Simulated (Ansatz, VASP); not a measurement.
# SnPt: VASP beside Ansatz, part 2 of 2

Wanted: the spread between two codes on one cell, functional and k mesh. The cell is generated by rule, not measured, and may not be a known phase. The cell is taken from a series of runs on this material, whose earlier steps may have relaxed, scaled, displaced or heated it; both programs get it as it stands.

VASP 6.6.1 and Ansatz 0.2.0.

So far: Starting point; Ansatz: zone-centre phonons, PBEsol.

### 3. VASP: zone-centre phonons, PBEsol

Level of this step: PBEsol; plane waves and PAW (Pt, Sn_d); invented cell (VASP).

The same cell, functional, mesh and smearing now go to VASP, with its own data sets.

Lines of VASP's logs that name or quote its potential files are left out, and so is its time.

Contents of INCAR:

```
SYSTEM = SnPt
PREC = Accurate
ENCUT = 500
EDIFF = 1E-08
NELM = 120
ISMEAR = 1
SIGMA = 0.15
LREAL = .FALSE.
ALGO = Normal
GGA = PS
NBANDS = 30
LASPH = .TRUE.
LORBIT = 11
LWAVE = .FALSE.
LCHARG = .FALSE.
ISIF = 2
IBRION = 8
GGA_COMPAT = .FALSE.
KPAR = 2
```

Contents of POSCAR:

```
SnPt
1.0
    4.3429148933      0.0000028910      0.0000000000
   -2.1714599503      3.7610731785      0.0000000000
    0.0000000000      0.0000000000      5.4662602816
Pt Sn
2 2
Direct
    0.3333333333      0.6666666667      0.9375000328
    0.6666666667      0.3333333333      0.4375000328
    0.3333333333      0.6666666667      0.4374999672
    0.6666666667      0.3333333333      0.9374999672
```

Contents of KPOINTS:

```
Automatic mesh
0
Gamma
12 12 6
0 0 0
```

PAW data sets: Pt and Sn_d (PBE family, release 64).

Started as:

```console
$ mpirun -np 2 vasp_std
```

Numbers of over 12 decimals in the logs are rounded to 6 here.

The log of the run:

```text
[banner, memory and clock lines left out]
running    2 mpi-ranks, on    1 nodes
 distrk:  each k-point on    1 cores,    2 groups
 distr:  one band on    1 cores,    1 groups

 POSCAR found type information on POSCAR PtSn
 POSCAR found :  2 types and       4 ions
|                                                                             |
|               ----> ADVICE to this user running VASP <----                  |
|                                                                             |
|     You enforced a specific xc type in the INCAR file but a different       |
|     [... a line on the potential file left out ...]
|     I HOPE YOU KNOW WHAT YOU ARE DOING!                                     |
|                                                                             |

 LDA part: xc-table for (Slater+PW92), standard interpolation
 POSCAR, INCAR and KPOINTS ok, starting setup
 FFT: planning ... GRIDC
 FFT: planning ... GRID_SOFT
 FFT: planning ... GRID
 WAVECAR not read
 entering main loop
       N       E                     dE             d eps       ncg     rms          rms(c)
DAV:   1     0.487675183767E+03    0.48768E+03   -0.22873E+04  4788   0.226E+03
DAV:   2     0.396754998212E+02   -0.44800E+03   -0.42924E+03  4702   0.598E+02
DAV:   3    -0.208981099092E+02   -0.60574E+02   -0.57488E+02  5238   0.175E+02
DAV:   4    -0.232667098540E+02   -0.23686E+01   -0.23605E+01  5142   0.387E+01
DAV:   5    -0.233387440248E+02   -0.72034E-01   -0.72024E-01  5998   0.688E+00    0.110E+01
DAV:   6    -0.229022539701E+02    0.43649E+00   -0.13744E+00  5046   0.781E+00    0.483E+00
DAV:   7    -0.228113615562E+02    0.90892E-01   -0.13023E-01  5990   0.411E+00    0.257E+00
DAV:   8    -0.227882104694E+02    0.23151E-01   -0.42206E-02  6192   0.166E+00    0.177E-01
DAV:   9    -0.227878243110E+02    0.38616E-03   -0.38227E-03  5740   0.780E-01    0.103E-01
DAV:  10    -0.227878512070E+02   -0.26896E-04   -0.34637E-04  5416   0.180E-01    0.361E-02
DAV:  11    -0.227878584826E+02   -0.72756E-05   -0.21842E-05  5112   0.343E-02    0.139E-02
DAV:  12    -0.227878613902E+02   -0.29076E-05   -0.49326E-06  5556   0.220E-02    0.380E-03
DAV:  13    -0.227878610410E+02    0.34921E-06   -0.37827E-07  5542   0.438E-03    0.595E-04
DAV:  14    -0.227878610071E+02    0.33849E-07   -0.53683E-08  4464   0.153E-03    0.204E-04
DAV:  15    -0.227878610095E+02   -0.24329E-08   -0.30027E-09  3168   0.611E-04
   1 F= -.22787861E+02 E0= -.22787632E+02  d E =-.687052E-03
 Linear response reoptimize wavefunctions to high precision
DAV:   1    -0.227878610148E+02   -0.52187E-08   -0.84053E-10  2634   0.353E-04
DAV:   2    -0.227878610148E+02    0.27285E-11   -0.32721E-10  2472   0.159E-04
 Linear response DOF=           4
 Linear response progress:
  Degree of freedom:   1/  4
       N       E                     dE             d eps       ncg     rms          rms(c)
RMM:   1    -0.260218250304E+00   -0.26022E+00   -0.23361E-01 34511   0.249E+00
RMM:   2    -0.259657148758E+00    0.56110E-03   -0.47169E-03 30011   0.514E-01    0.155E-01
RMM:   3    -0.260017608653E+00   -0.36046E-03   -0.22785E-04 32453   0.124E-01    0.911E-02
RMM:   4    -0.260458695347E+00   -0.44109E-03   -0.31125E-04 33631   0.894E-02    0.129E-02
RMM:   5    -0.260429557525E+00    0.29138E-04   -0.79534E-06 33880   0.193E-02    0.109E-02
RMM:   6    -0.260313753422E+00    0.11580E-03   -0.79504E-06 33779   0.118E-02    0.207E-03
RMM:   7    -0.260306991835E+00    0.67616E-05   -0.49347E-06 35383   0.282E-03    0.613E-04
RMM:   8    -0.260300366881E+00    0.66250E-05   -0.14318E-08 35301   0.106E-03    0.136E-04
RMM:   9    -0.260299674115E+00    0.69277E-06   -0.11134E-06 36042   0.262E-04    0.874E-05
RMM:  10    -0.260298953813E+00    0.72030E-06    0.41356E-08 34281   0.115E-04    0.266E-05
RMM:  11    -0.260299023246E+00   -0.69432E-07    0.83505E-08 36159   0.485E-05    0.691E-06
RMM:  12    -0.260299050716E+00   -0.27470E-07    0.70354E-09 34609   0.277E-05    0.179E-06
RMM:  13    -0.260299056599E+00   -0.58834E-08   -0.29009E-09 34152   0.205E-05    0.890E-07
 first order change of Fermi-energy  -0.29745E-04
 force on displaced ion       1 direction 1 : -14.667  -0.000   0.000
 Linear response progress:
  Degree of freedom:   2/  4
       N       E                     dE             d eps       ncg     rms          rms(c)
RMM:   1    -0.268967465087E+00   -0.26897E+00   -0.24189E-01 10561   0.230E+00
RMM:   2    -0.268067094274E+00    0.90037E-03   -0.76792E-03 10413   0.419E-01    0.116E-01
RMM:   3    -0.268087750892E+00   -0.20657E-04   -0.23512E-04 11158   0.102E-01    0.674E-02
RMM:   4    -0.268356573296E+00   -0.26882E-03   -0.30088E-04 11518   0.859E-02    0.137E-02
RMM:   5    -0.268327981191E+00    0.28592E-04   -0.15325E-05 11168   0.193E-02    0.830E-03
RMM:   6    -0.268304084050E+00    0.23897E-04    0.91389E-08 11455   0.505E-03    0.298E-03
RMM:   7    -0.268274215768E+00    0.29868E-04   -0.15023E-06 11533   0.300E-03    0.533E-04
RMM:   8    -0.268270972974E+00    0.32428E-05   -0.59324E-08 11581   0.886E-04    0.285E-04
RMM:   9    -0.268269013972E+00    0.19590E-05    0.37484E-07 11525   0.361E-04    0.113E-04
RMM:  10    -0.268267510508E+00    0.15035E-05   -0.25772E-07 11390   0.138E-04    0.186E-05
RMM:  11    -0.268267423589E+00    0.86919E-07    0.18934E-08 12520   0.495E-05    0.118E-05
RMM:  12    -0.268267554164E+00   -0.13057E-06    0.17373E-08 11732   0.249E-05    0.229E-06
RMM:  13    -0.268267559800E+00   -0.56360E-08   -0.12715E-08 10798   0.137E-05    0.963E-07
 first order change of Fermi-energy  -0.32711E-04
 force on displaced ion       1 direction 3 :   0.000  -0.000  -3.405
 Linear response progress:
  Degree of freedom:   3/  4
       N       E                     dE             d eps       ncg     rms          rms(c)
RMM:   1    -0.211473980888E+00   -0.21147E+00    0.12610E+00 20800   0.141E+01
RMM:   2    -0.218898446949E+00   -0.74245E-02   -0.19004E-02 32130   0.932E-01    0.132E-01
RMM:   3    -0.219113380467E+00   -0.21493E-03   -0.14412E-03 33565   0.238E-01    0.673E-02
RMM:   4    -0.219131750368E+00   -0.18370E-04   -0.30749E-04 36060   0.807E-02    0.233E-02
RMM:   5    -0.219125878643E+00    0.58717E-05   -0.93588E-05 35430   0.242E-02    0.453E-03
RMM:   6    -0.219118716664E+00    0.71620E-05   -0.37374E-05 36450   0.878E-03    0.133E-03
RMM:   7    -0.219115814240E+00    0.29024E-05   -0.15696E-05 36733   0.302E-03    0.593E-04
RMM:   8    -0.219113271250E+00    0.25430E-05   -0.60571E-06 36682   0.122E-03    0.190E-04
RMM:   9    -0.219112301625E+00    0.96963E-06   -0.19917E-06 36722   0.522E-04    0.128E-04
RMM:  10    -0.219110912040E+00    0.13896E-05   -0.43198E-07 35469   0.285E-04    0.367E-05
RMM:  11    -0.219110885539E+00    0.26501E-07    0.29914E-07 38824   0.125E-04    0.135E-05
RMM:  12    -0.219110801531E+00    0.84008E-07    0.21476E-07 36906   0.657E-05    0.102E-05
RMM:  13    -0.219110804515E+00   -0.29837E-08    0.19277E-07 38594   0.391E-05    0.231E-06
RMM:  14    -0.219110810913E+00   -0.63980E-08    0.13453E-07 34650   0.262E-05    0.846E-07
RMM:  15    -0.219110805846E+00    0.50664E-08    0.10028E-07 30754   0.205E-05    0.456E-07
RMM:  16    -0.219110800914E+00    0.49325E-08    0.86146E-08 30503   0.176E-05    0.207E-07
 first order change of Fermi-energy   0.15106E-04
 force on displaced ion       3 direction 1 : -15.426  -0.000   0.000
 Linear response progress:
  Degree of freedom:   4/  4
       N       E                     dE             d eps       ncg     rms          rms(c)
RMM:   1    -0.219229695350E+00   -0.21923E+00    0.13199E+00  7242   0.141E+01
RMM:   2    -0.225283441180E+00   -0.60537E-02   -0.15633E-02 10926   0.867E-01    0.873E-02
RMM:   3    -0.225313324785E+00   -0.29884E-04   -0.13565E-03 11402   0.242E-01    0.405E-02
RMM:   4    -0.225242299717E+00    0.71025E-04   -0.26764E-04 12458   0.787E-02    0.181E-02
RMM:   5    -0.225150843368E+00    0.91456E-04    0.11010E-04 11920   0.265E-02    0.430E-03
RMM:   6    -0.225148403813E+00    0.24396E-05    0.33196E-06 12180   0.908E-03    0.151E-03
RMM:   7    -0.225149051286E+00   -0.64747E-06   -0.83775E-06 11668   0.325E-03    0.655E-04
RMM:   8    -0.225147488435E+00    0.15629E-05   -0.12985E-05 12183   0.153E-03    0.251E-04
RMM:   9    -0.225146135792E+00    0.13526E-05   -0.11215E-05 12254   0.721E-04    0.106E-04
RMM:  10    -0.225145351616E+00    0.78418E-06   -0.86488E-06 12600   0.360E-04    0.366E-05
RMM:  11    -0.225144582544E+00    0.76907E-06   -0.43683E-06 12171   0.187E-04    0.138E-05
RMM:  12    -0.225144287941E+00    0.29460E-06   -0.22700E-06 12631   0.105E-04    0.543E-06
RMM:  13    -0.225144150480E+00    0.13746E-06   -0.13646E-06 12547   0.623E-05    0.233E-06
RMM:  14    -0.225144088060E+00    0.62420E-07   -0.73751E-07 12129   0.388E-05    0.143E-06
RMM:  15    -0.225144057639E+00    0.30422E-07   -0.51538E-07 10653   0.269E-05    0.120E-06
RMM:  16    -0.225144019312E+00    0.38327E-07   -0.27760E-07 10430   0.210E-05    0.721E-07
RMM:  17    -0.225144004199E+00    0.15113E-07   -0.21255E-07  9695   0.174E-05    0.257E-07
RMM:  18    -0.225143988178E+00    0.16021E-07   -0.86457E-08  7212   0.152E-05    0.125E-07
RMM:  19    -0.225143982773E+00    0.54051E-08   -0.69101E-08  7896   0.140E-05    0.734E-08
 first order change of Fermi-energy  -0.13144E-03
 force on displaced ion       3 direction 3 :   0.000   0.000  -3.243
 Linear response finished
```

Parts of OUTCAR (step 3):

```text
ion  position               nearest neighbor table
   1  0.333  0.667  0.938-   4 2.51   4 2.51   4 2.51   3 2.73   3 2.73
   2  0.667  0.333  0.438-   3 2.51   3 2.51   3 2.51   4 2.73   4 2.73
   3  0.333  0.667  0.437-   2 2.51   2 2.51   2 2.51   1 2.73   1 2.73   4 3.71   4 3.71   4 3.71
                             4 3.71   4 3.71   4 3.71
   4  0.667  0.333  0.937-   1 2.51   1 2.51   1 2.51   2 2.73   2 2.73   3 3.71   3 3.71   3 3.71
                             3 3.71   3 3.71   3 3.71

  LATTYP: Found a hexagonal cell.
 ALAT       =     4.3429148933
 C/A-ratio  =     1.2586616169

 Subroutine GETGRP returns: Found 24 space group operations
 (whereof  6 operations were pure point group operations)

The static configuration has the point symmetry C_3v.
 The point group associated with its full space group is D_6h.

 Found     76 irreducible k-points:

   k-points           NKPTS =     76   k-points in BZ     NKDIM =     76   number of bands    NBANDS=     30

   dimension x,y,z NGX =    32 NGY =   32 NGZ =   40
   dimension x,y,z NGXF=    64 NGYF=   64 NGZF=   80

   ENCUT  =  500.0 eV  36.75 Ry    6.06 a.u.   7.92  7.92  9.97*2*pi/ulx,y,z

   NELECT =      48.0000    total number of electrons

 k-points in reciprocal lattice and weights: Automatic mesh
   0.00000000  0.00000000  0.00000000       0.001
   0.08333333  0.00000000  0.00000000       0.007
   0.16666667  0.00000000  0.00000000       0.007
   0.25000000 -0.00000000  0.00000000       0.007
   0.33333333  0.00000000  0.00000000       0.007
   0.41666667 -0.00000000  0.00000000       0.007
   0.50000000 -0.00000000  0.00000000       0.003
   0.08333333  0.08333333  0.00000000       0.007
   0.16666667  0.08333333  0.00000000       0.014
[...]
0.33333333  0.25000000  0.50000000       0.014
   0.33333333  0.33333333  0.50000000       0.002

 average (electrostatic) potential at core
       1 -65.7700       2 -65.7700       3 -98.6344       4 -98.6344

  Total        9.1012977      9.1012977      0.0064787      0.0000000      0.0000000     -0.0000000
  in kB      163.3165984    163.3165984      0.1162555      0.0000000      0.0000000     -0.0000000
  external PRESSURE =     108.9164841 kB  Pullay stress =       0.0000000 kB

  energy-cutoff  :      500.00
  volume of cell :       89.29
      direct lattice vectors                 reciprocal lattice vectors
     4.342914893  0.000002891  0.000000000     0.230260007  0.132940882  0.000000000
    -2.171459950  3.761073178  0.000000000    -0.000000177  0.265881457  0.000000000
     0.000000000  0.000000000  5.466260282     0.000000000  0.000000000  0.182940429

 POSITION                                       TOTAL-FORCE (eV/Angst)
 -----------------------------------------------------------------------------------
     -0.00000      2.50738      5.12462         0.000000     -0.000000      0.000000
      2.17146      1.25369      2.39149        -0.000000      0.000000     -0.000000
     -0.00000      2.50738      2.39149         0.000000     -0.000000     -0.000000
      2.17146      1.25369      5.12462        -0.000000      0.000000     -0.000000
 -----------------------------------------------------------------------------------
    total drift:                               -0.000000      0.000000      0.000322

 Eigenvectors and eigenvalues of the dynamical matrix
 ----------------------------------------------------

   1 f  =    7.173362 THz    45.071565 2PiTHz  239.277613 cm-1    29.666630 meV
             X         Y         Z           dx          dy          dz
     -0.000002  2.507383  5.124619     0.415951    0.082201    0.000000
      2.171457  1.253693  2.391489    -0.415951   -0.082201   -0.000000
     -0.000002  2.507383  2.391489     0.555150    0.109709    0.000000
      2.171457  1.253693  5.124619    -0.555150   -0.109709    0.000000

   2 f  =    7.173362 THz    45.071565 2PiTHz  239.277613 cm-1    29.666630 meV
             X         Y         Z           dx          dy          dz
     -0.000002  2.507383  5.124619     0.082201   -0.415951   -0.000000
      2.171457  1.253693  2.391489    -0.082201    0.415951    0.000000
     -0.000002  2.507383  2.391489     0.109709   -0.555150    0.000000
      2.171457  1.253693  5.124619    -0.109709    0.555150   -0.000000

   3 f  =    7.046023 THz    44.271466 2PiTHz  235.030018 cm-1    29.139995 meV
             X         Y         Z           dx          dy          dz
     -0.000002  2.507383  5.124619     0.426690    0.084322    0.000000
      2.171457  1.253693  2.391489     0.426690    0.084322   -0.000000
     -0.000002  2.507383  2.391489    -0.546939   -0.108086    0.000000
      2.171457  1.253693  5.124619    -0.546939   -0.108086    0.000000

   4 f  =    7.046023 THz    44.271466 2PiTHz  235.030018 cm-1    29.139995 meV
             X         Y         Z           dx          dy          dz
     -0.000002  2.507383  5.124619    -0.084322    0.426690    0.000000
      2.171457  1.253693  2.391489    -0.084322    0.426690   -0.000000
     -0.000002  2.507383  2.391489     0.108086   -0.546939   -0.000000
      2.171457  1.253693  5.124619     0.108086   -0.546939    0.000000

   5 f  =    4.891124 THz    30.731841 2PiTHz  163.150349 cm-1    20.228056 meV
             X         Y         Z           dx          dy          dz
     -0.000002  2.507383  5.124619    -0.000000    0.000000   -0.478813
      2.171457  1.253693  2.391489    -0.000000    0.000000    0.478813
     -0.000002  2.507383  2.391489    -0.000000    0.000000    0.520325
      2.171457  1.253693  5.124619     0.000000   -0.000000   -0.520325

   6 f  =    2.917234 THz    18.329521 2PiTHz   97.308450 cm-1    12.064705 meV
             X         Y         Z           dx          dy          dz
     -0.000002  2.507383  5.124619     0.000000   -0.000000    0.438640
      2.171457  1.253693  2.391489     0.000000   -0.000000    0.438640
     -0.000002  2.507383  2.391489     0.000000   -0.000000   -0.554613
      2.171457  1.253693  5.124619     0.000000    0.000000   -0.554613

   7 f/i=    0.000284 THz     0.001784 2PiTHz    0.009469 cm-1     0.001174 meV
             X         Y         Z           dx          dy          dz
     -0.000002  2.507383  5.124619     0.057640   -0.554529   -0.000000
      2.171457  1.253693  2.391489     0.057640   -0.554529   -0.000000
     -0.000002  2.507383  2.391489     0.044967   -0.432611   -0.000000
      2.171457  1.253693  5.124619     0.044967   -0.432611   -0.000000

   8 f/i=    0.000284 THz     0.001784 2PiTHz    0.009469 cm-1     0.001174 meV
             X         Y         Z           dx          dy          dz
     -0.000002  2.507383  5.124619    -0.554529   -0.057640   -0.000000
      2.171457  1.253693  2.391489    -0.554529   -0.057640   -0.000000
     -0.000002  2.507383  2.391489    -0.432611   -0.044967   -0.000000
      2.171457  1.253693  5.124619    -0.432611   -0.044967   -0.000000

   9 f/i=    0.019516 THz     0.122625 2PiTHz    0.650995 cm-1     0.080713 meV
             X         Y         Z           dx          dy          dz
     -0.000002  2.507383  5.124619    -0.000000   -0.000000    0.554613
      2.171457  1.253693  2.391489    -0.000000   -0.000000    0.554613
     -0.000002  2.507383  2.391489    -0.000000   -0.000000    0.438640
      2.171457  1.253693  5.124619    -0.000000   -0.000000    0.438640

  10 f/i=    0.913922 THz     5.742343 2PiTHz   30.485164 cm-1     3.779677 meV
             X         Y         Z           dx          dy          dz
     -0.000002  2.507383  5.124619     0.109675   -0.555157    0.000000
      2.171457  1.253693  2.391489    -0.109675    0.555157    0.000000
     -0.000002  2.507383  2.391489    -0.082175    0.415956    0.000000
      2.171457  1.253693  5.124619     0.082175   -0.415956    0.000000

  11 f/i=    0.913922 THz     5.742343 2PiTHz   30.485164 cm-1     3.779677 meV
             X         Y         Z           dx          dy          dz
     -0.000002  2.507383  5.124619     0.555157    0.109675   -0.000000
      2.171457  1.253693  2.391489    -0.555157   -0.109675   -0.000000
     -0.000002  2.507383  2.391489    -0.415956   -0.082175   -0.000000
      2.171457  1.253693  5.124619     0.415956    0.082175   -0.000000

  12 f/i=    3.247980 THz    20.407659 2PiTHz  108.340943 cm-1    13.432559 meV
             X         Y         Z           dx          dy          dz
     -0.000002  2.507383  5.124619    -0.000000   -0.000000    0.520325
      2.171457  1.253693  2.391489     0.000000    0.000000   -0.520325
     -0.000002  2.507383  2.391489    -0.000000    0.000000    0.478813
      2.171457  1.253693  5.124619    -0.000000   -0.000000   -0.478813

 ELASTIC MODULI CONTR FROM IONIC RELAXATION (kBar)
 Direction    XX          YY          ZZ          XY          YZ          ZX
 --------------------------------------------------------------------------------
 XX        -992.7546    992.7546      0.0000     -0.0000      0.0000     -0.0000
 YY         992.7546   -992.7546     -0.0000     -0.0000     -0.0000      0.0000
 ZZ           0.0000     -0.0000     -0.0000      0.0000      0.0000     -0.0000
 XY          -0.0000     -0.0000      0.0000   -992.7546      0.0000     -0.0000
 YZ           0.0000     -0.0000      0.0000      0.0000     -0.0000      0.0000
 ZX          -0.0000      0.0000     -0.0000     -0.0000      0.0000     -0.0000
 --------------------------------------------------------------------------------
```

Energies printed during the response cycles are not total energies of the cell.

### 4. Differences

Known differences besides the potentials themselves: the data sets hold 64 valence electrons in Ansatz (on its default PAW (the set named soft_2) files) and 48 in VASP; the cutoff is 420 eV in Ansatz and 500 eV in VASP; Ansatz makes its cores anew for this functional, VASP keeps those of its PBE data sets. Total energies have different zeros and are not compared.

Compared:

| quantity | Ansatz | VASP | difference |
| --- | --- | --- | --- |
| optical mode 1 (imaginary, printed as negative) (cm⁻¹) | -107.6 | -108.3 | +0.7 |
| optical mode 2 to 3 (imaginary, printed as negative) (cm⁻¹) | -29.7 | -30.5 | +0.8 |
| optical mode 4 (cm⁻¹) | 97.4 | 97.3 | +0.05 % |
| optical mode 5 (cm⁻¹) | 161.9 | 163.2 | -0.75 % |
| optical mode 6 to 7 (cm⁻¹) | 234.0 | 235.0 | -0.44 % |
| optical mode 8 to 9 (cm⁻¹) | 238.2 | 239.3 | -0.47 % |

Modes are paired by rising frequency, not by their patterns, so a pair may set unlike modes beside each other; they are those without the splitting of longitudinal modes.

### 5. What came out

| Item | Value |
| --- | --- |
| r.m.s. difference of the optical zone-centre modes, each program's sorted by frequency (zone-centre phonons, PBEsol) | 0.94 cm⁻¹ |
| difference in optical mode 5 (zone-centre phonons, PBEsol) | -0.7 % |

The r.m.s. difference of the optical zone-centre modes, each program's sorted by frequency is 0.94 cm⁻¹ (zone-centre phonons, PBEsol). The data sets hold unlike numbers of valence electrons (64 in Ansatz and 48 in VASP), so part of the differences comes from the potentials. Among the rows given in per cent, the largest difference of the zone-centre phonons, PBEsol pair is in optical mode 5, -0.7 %. How closely two codes agree says nothing of how well the functional describes the real material.

[Lines on the potential files, build, host, timing and source positions are cut from VASP's logs without a mark.]

[Logs are printed without paths, hosts, clocks, repeated set-up lines and the standing remarks that a program may print on its own settings, such as how far it seeks lower states.]

[Hosts, paths, dates, database ids (printed as entryN), source tags and the programs' standing remarks are cut or masked in the printed files.]
